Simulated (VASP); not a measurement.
# TiO2 (P4_2/mnm) in VASP: Born charges and dielectric tensor with PBE

Aim: the Born charges and dielectric tensor of TiO2 with PBE.

Program: VASP 6.6.1. These are calculated values, not measurements. Logs are shortened: lines on timing, memory, paths and dates and some standing lists are left out, and cuts for length are marked.

**Experimental background.**

“Shallow Valence Band of Rutile GeO2 and P-type Doping”, 2020, arxiv:2011.08928 quotes, for a bulk crystal of TiO2 at 1.6 K: band gap 3.03 eV (direct).

How close the calculation comes is told below.

### 1 The structure

The structure is tetragonal, space group P4_2/mnm (No. 136). The conventional cell has a = 4.643 Å, b = 4.643 Å, c = 2.964 Å, α = 90.00°, β = 90.00°, γ = 90.00°. Ti (site symmetry mmm) is surrounded by 6 O at 1.96 to 2.00 Å. Around O (site symmetry m2m) lie 3 Ti at 1.96 to 2.00 Å.

### 2 Born charges and dielectric tensor, PBE

File INCAR:

```
SYSTEM = TiO2
PREC = Accurate
ENCUT = 520
EDIFF = 1E-8
ISMEAR = 0
SIGMA = 0.02
LREAL = .False.
LASPH = .True.
NELM = 100
ALGO = Normal
ISIF = 2
LWAVE = .False.
LCHARG = .False.
GGA = PE
LEPSILON = .True.
IBRION = 8
NSW = 1
```

File KPOINTS:

```
Automatic mesh
0
Gamma
  10 10 16
  0 0 0
```

File POSCAR:

```
TiO2
1.0
    4.6432750000      0.0000000000      0.0000000000
    0.0000000000      4.6432750000      0.0000000000
    0.0000000000      0.0000000000      2.9638820000
Ti O
2 4
Direct
    0.0000000000      0.0000000000      0.0000000000
    0.5000000000      0.5000000000      0.5000000000
    0.3051283000      0.3051283000      0.0000000000
    0.1948717000      0.8051283000      0.5000000000
    0.6948717000      0.6948717000      0.0000000000
    0.8051283000      0.1948717000      0.5000000000
```

Potentials or basis: VASP PAW PBE potentials, release 64 (Ti_sv, O).

Run with:

```sh
$ cat potpaw_PBE.64/Ti_sv/POTCAR potpaw_PBE.64/O/POTCAR > POTCAR
$ mpirun -np 1 vasp_std > vasp.out
```

OUTCAR:

```text
SYSTEM = TiO2
   PREC = Accurate
   ENCUT = 520
   EDIFF = 1E-8
   ISMEAR = 0
   LREAL = .False.
   LASPH = .True.
   NELM = 100
   ISIF = 2
   GGA = PE
   LEPSILON = .True.
   IBRION = 8
   NSW = 1

 ion  position               nearest neighbor table
   1  0.000  0.000  0.000-   4 1.96   6 1.96   4 1.96   6 1.96   5 2.00   3 2.00
   2  0.500  0.500  0.500-   3 1.96   5 1.96   3 1.96   5 1.96   4 2.00   6 2.00
   3  0.305  0.305  0.000-   2 1.96   2 1.96   1 2.00
   4  0.195  0.805  0.500-   1 1.96   1 1.96   2 2.00
   5  0.695  0.695  0.000-   2 1.96   2 1.96   1 2.00
   6  0.805  0.195  0.500-   1 1.96   1 1.96   2 2.00

  LATTYP: Found a simple tetragonal cell.
 ALAT       =     4.6432750000
 C/A-ratio  =     0.6383171361

  Lattice vectors:

 A1 = (   4.6432750000,   0.0000000000,   0.0000000000)
 A2 = (   0.0000000000,   4.6432750000,   0.0000000000)
 A3 = (   0.0000000000,   0.0000000000,   2.9638820000)

Analysis of symmetry for initial positions (statically):
=====================================================================
 Subroutine PRICEL returns:
 Original cell was already a primitive cell.

 Routine SETGRP: Setting up the symmetry group for a
 simple tetragonal supercell.

 Subroutine GETGRP returns: Found 16 space group operations
 (whereof  8 operations were pure point group operations)
 out of a pool of 16 trial point group operations.

The static configuration has the point symmetry D_2h.
 The point group associated with its full space group is D_4h.

Analysis of symmetry for dynamics (positions and initial velocities):
=====================================================================
 Subroutine PRICEL returns:
 Original cell was already a primitive cell.

 Routine SETGRP: Setting up the symmetry group for a
 simple tetragonal supercell.

 Subroutine GETGRP returns: Found 16 space group operations
 (whereof  8 operations were pure point group operations)
 out of a pool of 16 trial point group operations.

The dynamic configuration has the point symmetry D_2h.
 The point group associated with its full space group is D_4h.

 Subroutine INISYM returns: Found 16 space group operations
 (whereof  8 operations are pure point group operations),
 and found     1 'primitive' translations

----------------------------------------------------------------------------------------

[... 1002 lines left out ...]
  --------------------------------------------------------------------------------
  x     0.00000     0.00000     0.00000     0.00000     0.00000     0.00000
  y     0.00000     0.00000     0.00000     0.00000     0.00000     0.00000
  z     0.00000     0.00000     0.00000     0.00000     0.00000     0.00000

 PIEZOELECTRIC TENSOR (including local field effects)  for field in x, y, z        (C/m^2)
          XX          YY          ZZ          XY          YZ          ZX
  --------------------------------------------------------------------------------
  x     0.00000     0.00000     0.00000     0.00000     0.00000     0.00000
  y     0.00000     0.00000     0.00000     0.00000     0.00000     0.00000
  z     0.00000     0.00000     0.00000     0.00000     0.00000     0.00000

 BORN EFFECTIVE CHARGES (including local field effects) (in |e|, cummulative output)
 ---------------------------------------------------------------------------------
 ion    1
    1     6.23181     1.02750     0.00000
    2     1.02750     6.23181     0.00000
    3     0.00000     0.00000     7.77983
 ion    2
    1     6.23181    -1.02750     0.00000
    2    -1.02750     6.23181     0.00000
    3     0.00000     0.00000     7.77983
 ion    3
    1    -3.11591    -1.77917     0.00000
    2    -1.77917    -3.11591     0.00000
    3     0.00000     0.00000    -3.88992
 ion    4
    1    -3.11591     1.77917     0.00000
    2     1.77917    -3.11591     0.00000
    3     0.00000     0.00000    -3.88992
 ion    5
    1    -3.11591    -1.77917     0.00000
    2    -1.77917    -3.11591     0.00000
    3     0.00000     0.00000    -3.88992
 ion    6
    1    -3.11591     1.77917     0.00000
    2     1.77917    -3.11591     0.00000
    3     0.00000     0.00000    -3.88992

 INTERNAL STRAIN TENSOR FOR ION    6 for displacements in x,y,z  (eV/Angst):
          X           Y           Z          XY          YZ          ZX
  --------------------------------------------------------------------------------
  x     4.79122     2.48211     3.81743     0.42220     0.00000     0.00000
  y    -2.48211    -4.79122    -3.81743    -0.39048     0.00000     0.00000
  z     0.00000     0.00000     0.00000     0.00000    -5.35403     4.30651

 SECOND DERIVATIVES (NOT SYMMETRIZED)
 ------------------------------------
               1X          1Y          1Z          2X          2Y          2Z          3X          3Y          3Z          4X          4Y          4Z          5X          5Y          5Z          6X          6Y          6Z
  1X   -14.987901    5.499535    0.000000   13.978899   -0.008679    0.000000   -1.487267   -1.232005    0.000000    1.991768   -1.513423    0.000000   -1.487267   -1.232005    0.000000    1.991768   -1.513423    0.000000
  1Y     5.499535  -14.987901    0.000000   -0.008679   13.978899    0.000000   -1.232005   -1.487267    0.000000   -1.513423    1.991768    0.000000   -1.232005   -1.487267    0.000000   -1.513423    1.991768    0.000000
  1Z     0.000000    0.000000    0.084327    0.000000    0.000000    0.349709    0.000000    0.000000   -0.016810    0.000000    0.000000   -0.200208    0.000000    0.000000   -0.016810    0.000000    0.000000   -0.200208
  2X    13.978899    0.008679    0.000000  -14.987901   -5.499535    0.000000    1.991768    1.513423    0.000000   -1.487267    1.232005    0.000000    1.991768    1.513423    0.000000   -1.487267    1.232005    0.000000
  2Y     0.008679   13.978899    0.000000   -5.499535  -14.987901    0.000000    1.513423    1.991768    0.000000    1.232005   -1.487267    0.000000    1.513423    1.991768    0.000000    1.232005   -1.487267    0.000000
  2Z     0.000000    0.000000    0.349709    0.000000    0.000000    0.084327    0.000000    0.000000   -0.200208    0.000000    0.000000   -0.016810    0.000000    0.000000   -0.200208    0.000000    0.000000   -0.016810
  3X    -1.492866   -1.231138    0.000000    1.994651    1.515055    0.000000  -10.892797   -5.505633    0.000000   -0.693454    0.859921    0.000000    5.595807    5.223340    0.000000    5.488660   -0.861544    0.000000
  3Y    -1.231138   -1.492866    0.000000    1.515055    1.994651    0.000000   -5.505633  -10.892797    0.000000   -0.861544    5.488660    0.000000    5.223340    5.595807    0.000000    0.859921   -0.693454    0.000000
  3Z     0.000000    0.000000   -0.030193    0.000000    0.000000   -0.201491    0.000000    0.000000   -7.365045    0.000000    0.000000    1.961309    0.000000    0.000000    3.674110    0.000000    0.000000    1.961309
  4X     1.994651   -1.515055    0.000000   -1.492866    1.231138    0.000000   -0.693454   -0.859921    0.000000  -10.892797    5.505633    0.000000    5.488660    0.861544    0.000000    5.595807   -5.223340    0.000000
  4Y    -1.515055    1.994651    0.000000    1.231138   -1.492866    0.000000    0.861544    5.488660    0.000000    5.505633  -10.892797    0.000000   -0.859921   -0.693454    0.000000   -5.223340    5.595807    0.000000
  4Z     0.000000    0.000000   -0.201491    0.000000    0.000000   -0.030193    0.000000    0.000000    1.961309    0.000000    0.000000   -7.365045    0.000000    0.000000    1.961309    0.000000    0.000000    3.674110
  5X    -1.492866   -1.231138    0.000000    1.994651    1.515055    0.000000    5.595807    5.223340    0.000000    5.488660   -0.861544    0.000000  -10.892797   -5.505633    0.000000   -0.693454    0.859921    0.000000
  5Y    -1.231138   -1.492866    0.000000    1.515055    1.994651    0.000000    5.223340    5.595807    0.000000    0.859921   -0.693454    0.000000   -5.505633  -10.892797    0.000000   -0.861544    5.488660    0.000000
  5Z     0.000000    0.000000   -0.030193    0.000000    0.000000   -0.201491    0.000000    0.000000    3.674110    0.000000    0.000000    1.961309    0.000000    0.000000   -7.365045    0.000000    0.000000    1.961309
  6X     1.994651   -1.515055    0.000000   -1.492866    1.231138    0.000000    5.488660    0.861544    0.000000    5.595807   -5.223340    0.000000   -0.693454   -0.859921    0.000000  -10.892797    5.505633    0.000000
  6Y    -1.515055    1.994651    0.000000    1.231138   -1.492866    0.000000   -0.859921   -0.693454    0.000000   -5.223340    5.595807    0.000000    0.861544    5.488660    0.000000    5.505633  -10.892797    0.000000
  6Z     0.000000    0.000000   -0.201491    0.000000    0.000000   -0.030193    0.000000    0.000000    1.961309    0.000000    0.000000    3.674110    0.000000    0.000000    1.961309    0.000000    0.000000   -7.365045

 Eigenvectors and eigenvalues of the dynamical matrix
 ----------------------------------------------------

   1 f  =   23.161951 THz   145.530828 2PiTHz  772.599511 cm-1    95.790088 meV
             X         Y         Z           dx          dy          dz
      0.000000  0.000000  0.000000    -0.000000   -0.000000    0.000000
      2.321638  2.321638  1.481941     0.000000   -0.000000    0.000000
      1.416795  1.416795  0.000000    -0.353553   -0.353553    0.000000
      0.904843  3.738432  1.481941    -0.353553    0.353553   -0.000000
      3.226480  3.226480  0.000000     0.353553    0.353553    0.000000
      3.738432  0.904843  1.481941     0.353553   -0.353553   -0.000000
[... 145 lines left out ...]
  18 f/i=    2.399153 THz    15.074325 2PiTHz   80.027140 cm-1     9.922096 meV
             X         Y         Z           dx          dy          dz
      0.000000  0.000000  0.000000     0.000000    0.000000   -0.438784
      2.321638  2.321638  1.481941    -0.000000    0.000000   -0.438784
      1.416795  1.416795  0.000000     0.000000   -0.000000    0.392089
      0.904843  3.738432  1.481941     0.000000   -0.000000    0.392089
      3.226480  3.226480  0.000000     0.000000   -0.000000    0.392089
      3.738432  0.904843  1.481941     0.000000   -0.000000    0.392089

--------------------------------------------------------------------------------------------------------

 MACROSCOPIC STATIC DIELECTRIC TENSOR IONIC CONTRIBUTION
 ------------------------------------------------------
           2.223547     0.000000    -0.000000
           0.000000     2.223547    -0.000000
          -0.000000    -0.000000     0.000000
 ------------------------------------------------------

 ELASTIC MODULI CONTR FROM IONIC RELAXATION (kBar)
 Direction    XX          YY          ZZ          XY          YZ          ZX
 --------------------------------------------------------------------------------
 XX        -343.1829     68.4845   -144.1763      0.0000      0.0000      0.0000
 YY          68.4845   -343.1829   -144.1763     -0.0000     -0.0000     -0.0000
 ZZ        -144.1763   -144.1763   -151.3429      0.0000      0.0000     -0.0000
 XY           0.0000      0.0000      0.0000     -0.9479     -0.0000     -0.0000
 YZ           0.0000     -0.0000      0.0000     -0.0000   -260.4272      0.0000
 ZX           0.0000     -0.0000     -0.0000     -0.0000      0.0000   -168.4909
 --------------------------------------------------------------------------------

 PIEZOELECTRIC TENSOR IONIC CONTR  for field in x, y, z        (C/m^2)
          XX          YY          ZZ          XY          YZ          ZX
  --------------------------------------------------------------------------------
  x     0.00000     0.00000     0.00000    -0.00000    -0.00000    -0.00000
  y     0.00000    -0.00000    -0.00000     0.00000    -0.00000    -0.00000
  z     0.00000    -0.00000    -0.00000    -0.00000     0.00000     0.00000
```

Wall time 3.1 h (1 thread of Intel Xeon Platinum 8488C (Sapphire Rapids), shared host); peak memory 1.7 GiB.

What came out:

```yaml
Band_gap_on_the_k_mesh: 1.83 eV, direct
Electronic_dielectric_tensor_diagonal: 7.37, 7.37, 8.98
Born_charges_mean_of_the_diagonal: Ti +6.75; O -3.37 e
Highest_phonon_frequency_at_Γ_LO-TO_splitting_left_out: 773 cm⁻¹
Most_unstable_mode: 80i cm⁻¹
```

Phonon frequencies in cm⁻¹ (negative: imaginary):
```csv
q point,frequencies
"(0.000, 0.000, 0.000)",-80 -29 -29 0 0 1 38 149 357 357 360 417 433 433 473 473 573 773
```

Electronic dielectric tensor:
```
7.37 0.00 0.00
0.00 7.37 0.00
0.00 0.00 8.98
```

Born effective charge tensors (e):
atom 1, Ti
```
6.23 1.03 0.00
1.03 6.23 0.00
0.00 0.00 7.78
```
atom 2, Ti
```
 6.23 -1.03  0.00
-1.03  6.23  0.00
 0.00  0.00  7.78
```
atom 3, O
```
-3.12 -1.78  0.00
-1.78 -3.12  0.00
 0.00  0.00 -3.89
```
atom 4, O
```
-3.12  1.78  0.00
 1.78 -3.12  0.00
 0.00  0.00 -3.89
```
atom 5, O
```
-3.12 -1.78  0.00
-1.78 -3.12  0.00
 0.00  0.00 -3.89
```
atom 6, O
```
-3.12  1.78  0.00
 1.78 -3.12  0.00
 0.00  0.00 -3.89
```

Caveat: some modes are imaginary.

### 3 How close it comes

Step 2. A measured gap of TiO2 is 3.03 eV (direct; 1.6 K; quoted in “Shallow Valence Band of Rutile GeO2 and P-type Doping”, 2020, arxiv:2011.08928); the calculated 1.83 eV misses it by -1.20 eV. 2 values of this kind are on record in papers (3.03 to 3.05 eV); this one was drawn at random among those near their median. The value is that of PBE on a finite k mesh, which can miss the band edges, without temperature or zero-point motion. Semilocal functionals fall short of measured gaps as a rule.
